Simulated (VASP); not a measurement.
# G0W0 gap of SiC (Moissanite 3C) against strain, part 2 of 4

Wanted: the deformation potential of the gap of SiC (Moissanite 3C), from G0W0. The cell is of the zinc-blende type, one of the forms listed for this formula, which need not be the common one. The start is a cell from a database of measured crystal structures.

VASP 6.6.1, plane waves and PAW; the level of theory is named at each step.

So far, gap on the k-mesh (eV): step 3 (empty bands) 1.35.

## 4. G0W0

This step: G0W0 on PBE; plane waves and PAW (Si_GW, C_GW) (VASP 6.6.1).

One pass of GW corrects the levels to first order, with G and W from the starting orbitals.

Contents of INCAR:

```
SYSTEM = SiC
PREC = Accurate
ENCUT = 440
ISMEAR = 0
SIGMA = 0.01
LREAL = .FALSE.
GGA = PE
NBANDS = 88
ALGO = EVGW0
NELMGW = 1
ENCUTGW = 150
NOMEGA = 48
PRECFOCK = Fast
NBANDSGW = 16
LWAVE = .FALSE.
LCHARG = .FALSE.
```

Contents of POSCAR:

```
SiC
1.0
    0.0000000000      2.1790000000      2.1790000000
    2.1790000000      0.0000000000      2.1790000000
    2.1790000000      2.1790000000      0.0000000000
Si C
1 1
Direct
    0.0000000000      0.0000000000      0.0000000000
    0.7500000000      0.7500000000      0.7500000000
```

Contents of KPOINTS:

```
Automatic mesh
0
Gamma
6 6 6
0 0 0
```

Potentials, in the order of the species: Si_GW and C_GW (PBE family, release 64).

Started as:

```bash
$ mpirun -np 8 vasp_std
```

The program printed:

```text
[banner, memory and clock lines left out]
running    8 mpi-ranks, on    1 nodes
 distrk:  each k-point on    8 cores,    1 groups
 distr:  one band on    1 cores,    8 groups

 POSCAR found type information on POSCAR SiC
 POSCAR found :  2 types and       2 ions
 [... a notice as in an earlier step ...]

|                                                                             |
|           W    W    AA    RRRRR   N    N  II  N    N   GGGG   !!!           |
|           W    W   A  A   R    R  NN   N  II  NN   N  G    G  !!!           |
|           W    W  A    A  R    R  N N  N  II  N N  N  G       !!!           |
|           W WW W  AAAAAA  RRRRR   N  N N  II  N  N N  G  GGG   !            |
|           WW  WW  A    A  R   R   N   NN  II  N   NN  G    G                |
|           W    W  A    A  R    R  N    N  II  N    N   GGGG   !!!           |
|                                                                             |
|     The default for ENCUTGWSOFT is different in this version of VASP.       |
|     please manually set ENCUTGWSOFT =150 in the INCAR file.                 |
|                                                                             |

 LDA part: xc-table for (Slater+PW92), standard interpolation
 found WAVECAR, reading the header
 POSCAR, INCAR and KPOINTS ok, starting setup
 FFT: planning ... GRIDC
 FFT: planning ... GRID_SOFT
 FFT: planning ... GRID
 reading WAVECAR
 the WAVECAR file was read successfully
 initial charge from wavefunction
 available memory per node:     22.70 GB, setting MAXMEM to     23249

 The Fermi energy was updated, please check that it is located mid-gap
 values below the HOMO (VB) or above the LUMO (CB) will cause erroneous energies
 E-fermi :   8.4549

 calculate exact exchange contribution
 the WAVEDER file was read successfully
energies w=
    0.000    0.000    0.564    0.000    1.125    0.000    1.682    0.000
    2.232    0.000    2.775    0.000    3.308    0.000    3.831    0.000
    4.345    0.000    4.849    0.000    5.345    0.000    5.832    0.000
    6.312    0.000    6.787    0.000    7.257    0.000    7.725    0.000
    8.193    0.000    8.662    0.000    9.134    0.000    9.613    0.000
   10.099    0.000   10.597    0.000   11.108    0.000   11.637    0.000
   12.188    0.000   12.764    0.000   13.371    0.000   14.015    0.000
   14.703    0.000   15.444    0.000   16.248    0.000   17.129    0.000
   18.102    0.000   19.189    0.000   20.415    0.000   21.815    0.000
   23.436    0.000   25.339    0.000   27.614    0.000   30.387    0.000
   33.847    0.000   38.289    0.000   44.202    0.000   52.453    0.000
   64.748    0.000   84.965    0.000  124.229    0.000  232.707    0.000
 responsefunction array rank=      96
 LDA part: xc-table for (Slater+PW92), standard interpolation

 min. memory requirement per mpi rank    106.1 MB, per node    849.1 MB

 allocating   6 responsefunctions rank=    96
 shmem allocating  48 responsefunctions rank=    96
 response function shared by NCSHMEM nodes    1
 Doing            6  frequencies on each core in blocks of           48
NQ=   1    0.0000    0.0000    0.0000,
|.........|.........|.........|.........|.........|.........|.........|.........
 performed        190000 updates of chi_q(r,r)
 total number of BLAS operations          6.43 Gflops
NQ=   2    0.1667    0.0000    0.0000,
|.........|.........|.........|.........|.........|.........|.........|.........
 performed        571000 updates of chi_q(r,r)
 total number of BLAS operations         27.47 Gflops
NQ=   3    0.3333    0.0000    0.0000,
|.........|.........|.........|.........|.........|.........|.........|.........
 performed        952000 updates of chi_q(r,r)
 total number of BLAS operations         47.01 Gflops
NQ=   4    0.5000    0.0000    0.0000,
|.........|.........|.........|.........|.........|.........|.........|.........
 performed       1266000 updates of chi_q(r,r)
 total number of BLAS operations         67.36 Gflops
NQ=   5    0.1667    0.1667    0.0000,
|.........|.........|.........|.........|.........|.........|.........|.........
 performed       1647000 updates of chi_q(r,r)
 total number of BLAS operations         89.42 Gflops
NQ=   6    0.3333    0.1667    0.0000,
|.........|.........|.........|.........|.........|.........|.........|.........
 performed       2270000 updates of chi_q(r,r)
 total number of BLAS operations        124.64 Gflops
NQ=   7    0.5000    0.1667    0.0000,
|.........|.........|.........|.........|.........|.........|.........|.........
 performed       2893000 updates of chi_q(r,r)
 total number of BLAS operations        160.70 Gflops
NQ=   8   -0.3333    0.1667    0.0000,
|.........|.........|.........|.........|.........|.........|.........|.........
 performed       3516000 updates of chi_q(r,r)
 total number of BLAS operations        196.76 Gflops
NQ=   9   -0.1667    0.1667    0.0000,
|.........|.........|.........|.........|.........|.........|.........|.........
 performed       4049000 updates of chi_q(r,r)
 total number of BLAS operations        229.08 Gflops
NQ=  10    0.3333    0.3333    0.0000,
|.........|.........|.........|.........|.........|.........|.........|.........
 performed       4430000 updates of chi_q(r,r)
 total number of BLAS operations        250.63 Gflops
NQ=  11    0.5000    0.3333    0.0000,
|.........|.........|.........|.........|.........|.........|.........|.........
 performed       5053000 updates of chi_q(r,r)
 total number of BLAS operations        290.16 Gflops
NQ=  12   -0.3333    0.3333    0.0000,
|.........|.........|.........|.........|.........|.........|.........|.........
 performed       5586000 updates of chi_q(r,r)
 total number of BLAS operations        323.98 Gflops
NQ=  13    0.5000    0.5000    0.0000,
|.........|.........|.........|.........|.........|.........|.........|.........
 performed       5860000 updates of chi_q(r,r)
 total number of BLAS operations        342.58 Gflops
NQ=  14    0.5000    0.3333    0.1667,
|.........|.........|.........|.........|.........|.........|.........|.........
 performed       6568000 updates of chi_q(r,r)
 total number of BLAS operations        384.49 Gflops
NQ=  15   -0.3333    0.3333    0.1667,
|.........|.........|.........|.........|.........|.........|.........|.........
 performed       7231000 updates of chi_q(r,r)
 total number of BLAS operations        425.59 Gflops
NQ=  16   -0.3333    0.5000    0.1667,
|.........|.........|.........|.........|.........|.........|.........|.........
 performed       7767000 updates of chi_q(r,r)
 total number of BLAS operations        461.92 Gflops
 resolving degeneracies of screened two electron integrals

 calculate QP shifts <psi_nk| G(iteration)W_0 |psi_nk>: iteration 1
 entering main loop
```

The job ended after 25 s (8 MPI ranks of Intel Xeon 6975P-C (Granite Rapids), shared host; peak memory 1.3 GiB).

OUTCAR, selected parts (step 4):

```text
The static configuration has the point symmetry T_d .

 Found     16 irreducible k-points:

   k-points           NKPTS =     16   k-points in BZ     NKDIM =    216   number of bands    NBANDS=     88

   NELECT =       8.0000    total number of electrons

 E-fermi :   8.4549

 QP shifts <psi_nk| G(iteration)W_0 |psi_nk>: iteration 1
 for sc-GW calculations column KS-energies equals QP-energies in previous step
 and V_xc(KS)=  KS-energies - (<T + V_ion + V_H > + <T+V_H+V_ion>^1  + <V_x>^1)
 k-point   1 :       0.0000    0.0000    0.0000
  band No.  KS-energies  QP-energies   sigma(KS)   V_xc(KS)     V^pw_x(r,r')   Z            occupation Imag(sigma)
      1      -7.6332      -8.7306     -14.2598     -12.7369     -21.6946       0.7206       2.0000       1.4071
      2       7.7821       7.1855     -15.5660     -14.8072     -17.4280       0.7863       2.0000       0.0988
      3       7.7821       7.1855     -15.5660     -14.8072     -17.4280       0.7863       2.0000       0.0988
      4       7.7821       7.1855     -15.5660     -14.8072     -17.4280       0.7863       2.0000       0.0988
      5      14.0031      14.5234     -12.5117     -13.1804      -7.3947       0.7780       0.0000      -0.0952
      6      15.0768      15.6395     -10.8297     -11.5406      -5.7574       0.7915       0.0000      -0.0943
      7      15.0768      15.6395     -10.8297     -11.5406      -5.7574       0.7915       0.0000      -0.0943
      8      15.0768      15.6395     -10.8297     -11.5406      -5.7574       0.7915       0.0000      -0.0943
    ...

 k-point   2 :       0.1667    0.0000    0.0000
  band No.  KS-energies  QP-energies   sigma(KS)   V_xc(KS)     V^pw_x(r,r')   Z            occupation Imag(sigma)
      1      -7.0942      -8.1755     -14.3109     -12.8136     -21.5907       0.7222       2.0000       1.3201
      2       5.4040       4.6351     -14.8738     -13.8775     -17.3397       0.7717       2.0000       0.1149
      3       7.4498       6.8251     -15.4342     -14.6385     -17.3635       0.7852       2.0000       0.0993
      4       7.4498       6.8251     -15.4342     -14.6385     -17.3635       0.7852       2.0000       0.0993
      5      14.1122      14.6229     -11.5837     -12.2309      -6.5889       0.7891       0.0000      -0.0901
      6      15.5951      16.1811     -10.9303     -11.6745      -5.6876       0.7874       0.0000      -0.1051
      7      15.5951      16.1811     -10.9303     -11.6745      -5.6876       0.7874       0.0000      -0.1051
      8      16.1248      16.7861     -12.2418     -13.0966      -6.7668       0.7736       0.0000      -0.1247
    ...

 k-point   3 :       0.3333    0.0000    0.0000
  band No.  KS-energies  QP-energies   sigma(KS)   V_xc(KS)     V^pw_x(r,r')   Z            occupation Imag(sigma)
      1      -5.5678      -6.6065     -14.5416     -13.1152     -21.3955       0.7282       2.0000       1.0971
      2       1.5981       0.6767     -14.1592     -12.9191     -17.9684       0.7431       2.0000       0.2377
      3       6.9355       6.2667     -15.3227     -14.4673     -17.3975       0.7819       2.0000       0.1013
      4       6.9355       6.2667     -15.3227     -14.4673     -17.3975       0.7819       2.0000       0.1013
      5      13.4538      13.9527     -11.5186     -12.1465      -6.7076       0.7947       0.0000      -0.0788
      6      15.4139      15.9557     -10.6107     -11.2949      -5.4190       0.7919       0.0000      -0.1053
      7      15.4139      15.9557     -10.6107     -11.2949      -5.4190       0.7919       0.0000      -0.1053
      8      17.6934      18.3099     -11.8467     -12.6579      -5.6982       0.7601       0.0000      -0.2153
    ...

[... 7 parts as in an earlier step ...]

[... 5 further parts left out ...]
```

This step gave:

```yaml
quasiparticle_gap_on_the_mesh: 2.153 eV
smallest_direct_quasiparticle_gap_on_the_mesh: 5.591 eV
gap_of_the_starting_orbitals_on_the_mesh: 1.346 eV
```

GW takes the gap from 1.346 to 2.153 eV. The value holds for 88 bands, ENCUTGW = 150 eV and this mesh, and isn't shown to be converged in them.

## 5. Ground state of a strained cell, scale 0.94

This step: PBE; plane waves and PAW (Si_GW, C_GW) (VASP 6.6.1).

The volume is scaled by 0.94, at the same cutoff, mesh and band count, and the chain is run again.

Contents of INCAR:

```
SYSTEM = SiC
PREC = Accurate
ENCUT = 440
EDIFF = 1E-08
NELM = 100
ISMEAR = 0
SIGMA = 0.01
LREAL = .FALSE.
ALGO = Normal
GGA = PE
NBANDS = 10
LORBIT = 11
LWAVE = .TRUE.
LCHARG = .FALSE.
KPAR = 8
```

Contents of POSCAR:

```
SiC
1.0
    0.0000000000      2.1345181309      2.1345181309
    2.1345181309      0.0000000000      2.1345181309
    2.1345181309      2.1345181309      0.0000000000
Si C
1 1
Direct
    0.0000000000      0.0000000000      0.0000000000
    0.7500000000      0.7500000000      0.7500000000
```

KPOINTS is that of step 4.

Started as:

```bash
$ mpirun -np 8 vasp_std
```

The program printed:

```text
[banner, memory and clock lines left out]
running    8 mpi-ranks, on    1 nodes
 distrk:  each k-point on    1 cores,    8 groups
 distr:  one band on    1 cores,    1 groups

 POSCAR found type information on POSCAR SiC
 POSCAR found :  2 types and       2 ions
 [... a notice as in an earlier step ...]

 LDA part: xc-table for (Slater+PW92), standard interpolation
 POSCAR, INCAR and KPOINTS ok, starting setup
 FFT: planning ... GRIDC
 FFT: planning ... GRID_SOFT
 FFT: planning ... GRID
 WAVECAR not read
 entering main loop
       N       E                     dE             d eps       ncg     rms          rms(c)
DAV:   1     0.380116183162E+01    0.38012E+01   -0.47360E+03   372   0.750E+02
DAV:   2    -0.165518054261E+02   -0.20353E+02   -0.18478E+02   464   0.138E+02
DAV:   3    -0.170022538464E+02   -0.45045E+00   -0.44902E+00   396   0.153E+01
DAV:   4    -0.170110082968E+02   -0.87545E-02   -0.87479E-02   406   0.266E+00
DAV:   5    -0.170113786588E+02   -0.37036E-03   -0.37030E-03   436   0.432E-01    0.735E+00
DAV:   6    -0.150411788903E+02    0.19702E+01   -0.69037E+00   438   0.170E+01    0.223E+00
DAV:   7    -0.149568726752E+02    0.84306E-01   -0.39098E-01   422   0.395E+00    0.115E+00
DAV:   8    -0.149463487076E+02    0.10524E-01   -0.23787E-02   422   0.153E+00    0.885E-02
DAV:   9    -0.149463242026E+02    0.24505E-04   -0.10164E-03   432   0.230E-01    0.429E-02
DAV:  10    -0.149464063955E+02   -0.82193E-04   -0.15725E-04   416   0.923E-02    0.124E-02
DAV:  11    -0.149464061863E+02    0.20919E-06   -0.26781E-05   404   0.392E-02    0.305E-03
DAV:  12    -0.149464065461E+02   -0.35974E-06   -0.96214E-07   390   0.980E-03    0.579E-04
DAV:  13    -0.149464065568E+02   -0.10717E-07   -0.28983E-08   400   0.154E-03    0.208E-04
DAV:  14    -0.149464065570E+02   -0.20810E-09   -0.42909E-09   220   0.533E-04
   1 F= -.14946407E+02 E0= -.14946407E+02  d E =-.789117E-15
 writing wavefunctions
```

It took 2 s on 8 MPI ranks; peak memory 1.1 GiB; 9.7 s of CPU time.

OUTCAR, selected parts (step 5):

```text
   ENCUT  =  440.0 eV  32.34 Ry    5.69 a.u.   5.16  5.16  5.16*2*pi/ulx,y,z

   NELECT =       8.0000    total number of electrons

 E-fermi :   8.5183

 k-point     1 :       0.0000    0.0000    0.0000
  band No.  band energies     occupation
      1      -7.4398      2.00000
      2       8.4680      2.00000
      3       8.4680      2.00000
      4       8.4680      2.00000
      5      15.4215      0.00000
      6      16.2089      0.00000
      7      16.2089      0.00000
      8      16.2089      0.00000
      9      23.3270      0.00000
    ...

  Total        2.1547881      2.1547881      2.1547881      0.0000000      0.0000000      0.0000000
  in kB      177.4947870    177.4947870    177.4947870      0.0000000      0.0000000      0.0000000
  external PRESSURE =     177.4947870 kB  Pullay stress =       0.0000000 kB

 POSITION                                       TOTAL-FORCE (eV/Angst)
 -----------------------------------------------------------------------------------
      0.00000      0.00000      0.00000        -0.000000     -0.000000     -0.000000
      3.20178      3.20178      3.20178         0.000000      0.000000      0.000000
 -----------------------------------------------------------------------------------
    total drift:                                0.000000      0.000000      0.000000

  FREE ENERGIE OF THE ION-ELECTRON SYSTEM (eV)
  ---------------------------------------------------
  free  energy   TOTEN  =       -14.9464065570 eV

  energy  without entropy=      -14.9464065570  energy(sigma->0) =      -14.94640656

[... 4 parts as in an earlier step ...]

[... 12 further parts left out ...]
```

Numbers from this step:

| Property | Result |
| --- | --- |
| free energy (TOTEN) | -14.95 eV |
| Fermi energy | 8.518 eV |
| pressure | 17.75 GPa |
| gap on the k-mesh | 1.288 eV |
| least direct gap on the k-mesh | 4.598 eV |

The run ends at a pressure of 17.75 GPa.

## 6. Empty bands, scale 0.94

The empty bands are made again, for the run that follows.

Contents of INCAR:

```
SYSTEM = SiC
PREC = Accurate
ENCUT = 440
ISMEAR = 0
SIGMA = 0.01
LREAL = .FALSE.
GGA = PE
NBANDS = 88
ALGO = Exact
NELM = 1
LWAVE = .TRUE.
LCHARG = .FALSE.
LOPTICS = .TRUE.
NEDOS = 1000
CSHIFT = 0.1
```

POSCAR is that of step 5.

KPOINTS is that of step 5.

Started as:

```bash
$ mpirun -np 8 vasp_std
```

The program printed:

```text
[... set-up lines as in an earlier step ...]
 entering main loop
       N       E                     dE             d eps       ncg     rms          rms(c)
DIA:   1    -0.149464065600E+02   -0.14946E+02    0.00000E+00     0   0.000E+00
   1 F= -.14946407E+02 E0= -.14946407E+02  d E =-.423856E-13
 writing wavefunctions
 optical routines
 imaginary and real dielectric function
 recalculating local potential from charge density
 direction            1
 direction            2
 direction            3
```

Elapsed: 2 s, on 8 MPI ranks; peak memory 0.88 GiB; 11 s of CPU time.

Parts of OUTCAR (step 6):

```text
  Total        2.1547683      2.1547683      2.1547683      0.0000000      0.0000000     -0.0000000
  in kB      177.4931628    177.4931628    177.4931628      0.0000000      0.0000000     -0.0000000
  external PRESSURE =     177.4931628 kB  Pullay stress =       0.0000000 kB

 POSITION                                       TOTAL-FORCE (eV/Angst)
 -----------------------------------------------------------------------------------
      0.00000      0.00000      0.00000         0.000000      0.000000      0.000000
      3.20178      3.20178      3.20178        -0.000000     -0.000000     -0.000000
 -----------------------------------------------------------------------------------
    total drift:                                0.000000      0.000000      0.000000

  FREE ENERGIE OF THE ION-ELECTRON SYSTEM (eV)
  ---------------------------------------------------
  free  energy   TOTEN  =       -14.9464065600 eV

  energy  without entropy=      -14.9464065600  energy(sigma->0) =      -14.94640656

[... 2 parts as in an earlier step ...]

[... 1 further part left out ...]
[key lines of the parts left out:]
E-fermi :   8.5142
```

[end of part 2 of 4]

[Lines on the potential files, build, host, timing and source positions are cut from VASP's logs without a mark.]

[Logs are printed without paths, hosts, clocks, repeated set-up lines and the standing remarks that a program may print on its own settings, such as how far it seeks lower states.]

[Hosts, paths, dates, database ids (printed as entryN), source tags and the programs' standing remarks are cut or masked in the printed files.]

[Pressures printed for these runs are not shown converged in the cutoff: they can be off by several GPa and have the wrong sign.]

[In band tables of VASP the shares of atoms and orbitals are scaled to a sum of 1 inside the atoms' spheres.]
